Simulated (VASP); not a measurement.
Given:

```
AlNi
1.0
    2.81751     0.00000     0.00000
    0.00000     2.81751     0.00000
    0.00000     0.00000     2.81751
Al Ni
1 1
Direct
  0.50000   0.50000   0.50000
  0.00000   0.00000   0.00000
```

Computed with PBE GGA, VASP's PBE PAW potentials (set 64) (plane waves; VASP 6.6.1). Numerical set-up: 480 eV cut-off, 12×12×12 Γ-centred mesh, first-order Methfessel-Paxton smearing of 0.10 eV, potentials Al Ni.

Problem. Estimate the energy per atom (σ→0), pressure, band gap (on the k-mesh) with the smallest direct gap where there is one.

Solution. 
- band gap (on the k-mesh): none (metal, semimetal or under 0.01 eV)
- energy per atom (σ→0): -5.228 eV/atom
- pressure: 15.02 GPa

The compound is NiAl in the CsCl type structure. It was relaxed first under an external pressure of 15 GPa. The run is not spin-polarised, so no magnetic state was tried. The electron count is odd and the run is not spin-polarised, which forces a metal.
